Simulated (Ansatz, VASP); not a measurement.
**BP in two plane-wave programs**

One calculation is typed for both programs; each brings its own data sets. How far apart do they land? The cell is taken from a series of runs on this material, whose earlier steps may have relaxed, scaled, displaced or heated it; both programs get it as it stands.

Calculated with Ansatz 0.2.0; plane waves, with VASP 6.6.1 beside it; zone-centre phonons at r2SCAN.

### 1. The starting structure

The structure is cubic, space group F-43m (No. 216). The conventional cell has a = 4.514 Å, b = 4.514 Å, c = 4.514 Å, α = 90.00°, β = 90.00°, γ = 90.00°. Nearest to B lie 4 P at 1.95 Å. Nearest to P lie 4 B at 1.95 Å. Farther neighbours are not listed.

Structure file:

```
B P
1.0
     0.00000    2.25685    2.25685
     2.25685    0.00000    2.25685
     2.25685    2.25685    0.00000
B P
1 1
Direct
  0.00000 0.00000 0.00000
  0.25000 0.25000 0.25000
```

### 2. VASP: zone-centre phonons, r2SCAN, pair 1

Second derivatives magnify differences that forces hide, and they need a tight electronic threshold.

Lines of VASP's logs that name or quote its potential files are left out, and so is its time.

INCAR

```
SYSTEM = BP
PREC = Accurate
ENCUT = 550
EDIFF = 1E-08
NELM = 120
ISMEAR = 0
SIGMA = 0.01
LREAL = .FALSE.
ALGO = Normal
METAGGA = R2SCAN
LASPH = .TRUE.
NBANDS = 10
LORBIT = 11
LWAVE = .FALSE.
LCHARG = .FALSE.
ISIF = 2
IBRION = 6
NFREE = 2
POTIM = 0.015
NSW = 1
GGA_COMPAT = .FALSE.
EFERMI = MIDGAP
LMIXTAU = .TRUE.
KPAR = 2
```

POSCAR

```
BP
1.0
    0.0000000000      2.2568525357      2.2568525357
    2.2568525357      0.0000000000      2.2568525357
    2.2568525357      2.2568525357      0.0000000000
B P
1 1
Direct
    0.0000000000      0.0000000000      0.0000000000
    0.2500000000      0.2500000000      0.2500000000
```

KPOINTS

```
Automatic mesh
0
Gamma
10 10 10
0 0 0
```

The projector-augmented-wave data sets are B and P (PBE family, release 64).

Launch:

```console
$ mpirun -np 2 vasp_std
```

Numbers of over 12 decimals in the logs are rounded to 6 here.

What it wrote:

```text
[banner, memory and clock lines left out]
running    2 mpi-ranks, on    1 nodes
 distrk:  each k-point on    1 cores,    2 groups
 distr:  one band on    1 cores,    1 groups

 POSCAR found type information on POSCAR B P
 POSCAR found :  2 types and       2 ions
|                                                                             |
|               ----> ADVICE to this user running VASP <----                  |
|                                                                             |
|     You enforced a specific xc type in the INCAR file but a different       |
|     [... a line on the potential file left out ...]
|     I HOPE YOU KNOW WHAT YOU ARE DOING!                                     |
|                                                                             |

 LDA part: xc-table for (None), standard interpolation
 POSCAR, INCAR and KPOINTS ok, starting setup
 FFT: planning ... GRIDC
 FFT: planning ... GRID_SOFT
 FFT: planning ... GRID
 WAVECAR not read
 entering main loop
       N       E                     dE             d eps       ncg     rms          rms(c)
DAV:   1     0.549281028414E+01    0.54928E+01   -0.44286E+03   940   0.788E+02
DAV:   2    -0.185736817021E+02   -0.24066E+02   -0.23052E+02  1334   0.119E+02
DAV:   3    -0.191958204664E+02   -0.62214E+00   -0.62097E+00  1192   0.175E+01
DAV:   4    -0.191981087484E+02   -0.22883E-02   -0.22879E-02  1172   0.123E+00
DAV:   5    -0.191981182425E+02   -0.94941E-05   -0.94940E-05  1150   0.756E-02    0.810E+00
DAV:   6    -0.172833298733E+02    0.19148E+01   -0.12384E+00  1138   0.667E+00    0.504E+00
DAV:   7    -0.171711401358E+02    0.11219E+00   -0.41401E-01   984   0.392E+00    0.119E+00
DAV:   8    -0.171668582972E+02    0.42818E-02   -0.22233E-01   958   0.377E+00    0.548E-01
DAV:   9    -0.172601489062E+02   -0.93291E-01   -0.12153E-02  1088   0.881E-01    0.360E-01
DAV:  10    -0.172681839676E+02   -0.80351E-02   -0.65259E-04  1090   0.212E-01    0.329E-01
DAV:  11    -0.173076919697E+02   -0.39508E-01   -0.82166E-03   956   0.864E-01    0.998E-02
DAV:  12    -0.173101551217E+02   -0.24632E-02   -0.41036E-03  1094   0.573E-01    0.541E-02
DAV:  13    -0.173102236135E+02   -0.68492E-04   -0.11811E-04  1014   0.922E-02    0.335E-02
DAV:  14    -0.173102360397E+02   -0.12426E-04   -0.22876E-06  1248   0.147E-02    0.306E-02
DAV:  15    -0.173103649422E+02   -0.12890E-03   -0.13208E-04   950   0.883E-02    0.138E-02
DAV:  16    -0.173103697164E+02   -0.47742E-05   -0.83067E-06  1062   0.252E-02    0.547E-03
DAV:  17    -0.173103684705E+02    0.12459E-05   -0.32168E-07  1036   0.581E-03    0.276E-03
DAV:  18    -0.173103699123E+02   -0.14419E-05   -0.36753E-07  1008   0.604E-03    0.155E-03
DAV:  19    -0.173103697104E+02    0.20197E-06   -0.23206E-08  1038   0.124E-03    0.152E-03
DAV:  20    -0.173103697146E+02   -0.42053E-08   -0.47882E-09   510   0.456E-04
   1 F= -.17310370E+02 E0= -.17310370E+02  d E =0.000000E+00
[...]
2 F= -.17308085E+02 E0= -.17308085E+02  d E =0.000000E+00
[...]
3 F= -.17308085E+02 E0= -.17308085E+02  d E =0.000000E+00
[...]
4 F= -.17308084E+02 E0= -.17308084E+02  d E =0.000000E+00
 Finite differences progress:
  Degree of freedom:   2/  2
  Displacement:        1/  2
  Total:               3/  4
 bond charge predicted
       N       E                     dE             d eps       ncg     rms          rms(c)
DAV:   1    -0.173053503240E+02    0.27341E-02   -0.28670E-01  3428   0.308E+00    0.230E-01
DAV:   2    -0.173078947479E+02   -0.25444E-02   -0.12806E-02  3924   0.889E-01    0.132E-01
DAV:   3    -0.173079293829E+02   -0.34635E-04   -0.23999E-04  3936   0.159E-01    0.272E-02
DAV:   4    -0.173080571832E+02   -0.12780E-03   -0.19019E-04  3834   0.121E-01    0.968E-03
DAV:   5    -0.173080845024E+02   -0.27319E-04   -0.17993E-05  3738   0.390E-02    0.622E-03
DAV:   6    -0.173080830681E+02    0.14344E-05   -0.19447E-06  3768   0.126E-02    0.256E-03
DAV:   7    -0.173080841986E+02   -0.11306E-05   -0.38558E-06  3608   0.155E-02    0.251E-03
DAV:   8    -0.173080843865E+02   -0.18782E-06   -0.18467E-07  3784   0.384E-03    0.267E-03
DAV:   9    -0.173080844329E+02   -0.46407E-07   -0.23519E-08  3644   0.145E-03    0.766E-04
DAV:  10    -0.173080844343E+02   -0.14298E-08   -0.44878E-08  3518   0.181E-03
   5 F= -.17308084E+02 E0= -.17308084E+02  d E =0.000000E+00
 Finite differences progress:
  Degree of freedom:   2/  2
  Displacement:        2/  2
  Total:               4/  4
```

OUTCAR, selected parts (step 2):

```text
ion  position               nearest neighbor table
   1  0.000  0.000  0.000-   2 1.95   2 1.95   2 1.95   2 1.95
   2  0.250  0.250  0.250-   1 1.95   1 1.95   1 1.95   1 1.95

  LATTYP: Found a face centered cubic cell.
 ALAT       =     4.5137050714

 Subroutine GETGRP returns: Found 24 space group operations
 (whereof 24 operations were pure point group operations)

The static configuration has the point symmetry T_d .

 Found     47 irreducible k-points:

   k-points           NKPTS =     47   k-points in BZ     NKDIM =     47   number of bands    NBANDS=     10

   dimension x,y,z NGX =    24 NGY =   24 NGZ =   24
   dimension x,y,z NGXF=    48 NGYF=   48 NGZF=   48

   ENCUT  =  550.0 eV  40.42 Ry    6.36 a.u.   6.10  6.10  6.10*2*pi/ulx,y,z

   NELECT =       8.0000    total number of electrons

 k-points in reciprocal lattice and weights: Automatic mesh
   0.00000000  0.00000000  0.00000000       0.001
   0.10000000  0.00000000  0.00000000       0.008
   0.20000000  0.00000000  0.00000000       0.008
   0.30000000  0.00000000  0.00000000       0.008
   0.40000000  0.00000000  0.00000000       0.008
   0.50000000  0.00000000  0.00000000       0.004
   0.10000000  0.10000000  0.00000000       0.006
   0.20000000  0.10000000  0.00000000       0.024
   0.30000000  0.10000000  0.00000000       0.024
[...]
-0.30000000  0.40000000  0.20000000       0.024
  -0.30000000  0.50000000  0.20000000       0.012

 average (electrostatic) potential at core
       1 -25.8426       2 -84.1369

 E-fermi :   8.3558

 k-point     1 :       0.0000    0.0000    0.0000
  band No.  band energies     occupation
      1      -8.8272      2.00000
      2       7.4570      2.00000
      3       7.5830      2.00000
      4       7.7065      2.00000
      5      11.1650      0.00000
      6      11.2457      0.00000
      7      11.3294      0.00000
      8      15.8513      0.00000
      9      20.1087      0.00000
    ...

 k-point     2 :       0.1000    0.0000    0.0000
  band No.  band energies     occupation
      1      -8.6352      2.00000
      2       6.1419      2.00000
      3       7.2264      2.00000
      4       7.3741      2.00000
      5      11.6192      0.00000
      6      11.6993      0.00000
      7      11.8054      0.00000
      8      16.3748      0.00000
      9      19.5791      0.00000
    ...

 k-point     3 :       0.2000    0.0000    0.0000
  band No.  band energies     occupation
      1      -8.0663      2.00000
      2       3.6748      2.00000
      3       6.6222      2.00000
      4       6.7562      2.00000
      5      12.0404      0.00000
      6      12.4028      0.00000
      7      12.5308      0.00000
      8      17.5731      0.00000
      9      18.9496      0.00000
    ...

  Total        0.3032443      0.3072997      0.3072997      0.0000000      0.1122502      0.0000000
  in kB       21.1331230     21.4157413     21.4157413      0.0000000      7.8227261      0.0000000
  external PRESSURE =      21.3215352 kB  Pullay stress =       0.0000000 kB

  energy-cutoff  :      550.00
  volume of cell :       22.99
      direct lattice vectors                 reciprocal lattice vectors
     0.000000000  2.256852536  2.256852536    -0.221547484  0.221547484  0.221547484
     2.256852536  0.000000000  2.256852536     0.221547484 -0.221547484  0.221547484
     2.256852536  2.256852536  0.000000000     0.221547484  0.221547484 -0.221547484

 POSITION                                       TOTAL-FORCE (eV/Angst)
 -----------------------------------------------------------------------------------
      0.00000      0.00000      0.00000        -0.304708      0.000000      0.000000
      1.11343      1.12843      1.12843         0.304708      0.000000      0.000000
 -----------------------------------------------------------------------------------
    total drift:                                0.000231     -0.000000      0.000000

  FREE ENERGIE OF THE ION-ELECTRON SYSTEM (eV)
  ---------------------------------------------------
  free  energy   TOTEN  =       -17.3080844343 eV

  energy  without entropy=      -17.3080844343  energy(sigma->0) =      -17.30808443

 Eigenvectors and eigenvalues of the dynamical matrix
 ----------------------------------------------------

   1 f  =   24.886000 THz   156.363347 2PiTHz  830.107591 cm-1   102.920178 meV
             X         Y         Z           dx          dy          dz
      0.000000  0.000000  0.000000    -0.000000    0.860964    0.000000
      1.128426  1.128426  1.128426    -0.000000   -0.508665    0.000000

   2 f  =   24.886000 THz   156.363347 2PiTHz  830.107591 cm-1   102.920178 meV
             X         Y         Z           dx          dy          dz
      0.000000  0.000000  0.000000     0.860964   -0.000000    0.000000
      1.128426  1.128426  1.128426    -0.508665    0.000000    0.000000

   3 f  =   24.886000 THz   156.363347 2PiTHz  830.107591 cm-1   102.920178 meV
             X         Y         Z           dx          dy          dz
      0.000000  0.000000  0.000000    -0.000000    0.000000   -0.860964
      1.128426  1.128426  1.128426    -0.000000    0.000000    0.508665

   4 f/i=    0.000318 THz     0.001998 2PiTHz    0.010606 cm-1     0.001315 meV
             X         Y         Z           dx          dy          dz
      0.000000  0.000000  0.000000     0.005432    0.054472   -0.505711
      1.128426  1.128426  1.128426     0.009195    0.092200   -0.855964

   5 f/i=    0.000318 THz     0.001998 2PiTHz    0.010606 cm-1     0.001315 meV
             X         Y         Z           dx          dy          dz
      0.000000  0.000000  0.000000     0.034145   -0.504638   -0.053990
      1.128426  1.128426  1.128426     0.057794   -0.854148   -0.091383

   6 f/i=    0.000318 THz     0.001998 2PiTHz    0.010606 cm-1     0.001315 meV
             X         Y         Z           dx          dy          dz
      0.000000  0.000000  0.000000    -0.507489   -0.033370   -0.009046
      1.128426  1.128426  1.128426    -0.858973   -0.056483   -0.015311

 ELASTIC MODULI CONTR FROM IONIC RELAXATION (kBar)
 Direction    XX          YY          ZZ          XY          YZ          ZX
 --------------------------------------------------------------------------------
 XX          -0.0000      0.0000      0.0000      0.0000     -0.0000     -0.0000
 YY           0.0000     -0.0000      0.0000      0.0000      0.0000      0.0000
 ZZ           0.0000      0.0000     -0.0000     -0.0000      0.0000     -0.0000
 XY           0.0000      0.0000     -0.0000   -192.0424      0.0000      0.0000
 YZ          -0.0000      0.0000      0.0000      0.0000   -192.0424      0.0000
 ZX          -0.0000      0.0000     -0.0000      0.0000      0.0000   -192.0424
 --------------------------------------------------------------------------------

 total charge
# of ion       s       p       d       tot
------------------------------------------
    1        0.683   1.290   0.000   1.973
    2        0.986   1.598   0.000   2.584
--------------------------------------------------
tot          1.669   2.888   0.000   4.557

[... 3 further parts left out ...]
```

Levels, forces or a CONTCAR printed for this step are those of its last displaced cell, not of the structure at rest.

(Continued in part 2 of 2.)

[Lines on the potential files, build, host, timing and source positions are cut from VASP's logs without a mark.]

[Logs are printed without paths, hosts, clocks, repeated set-up lines and the standing remarks that a program may print on its own settings, such as how far it seeks lower states.]

[Hosts, paths, dates, database ids (printed as entryN), source tags and the programs' standing remarks are cut or masked in the printed files.]
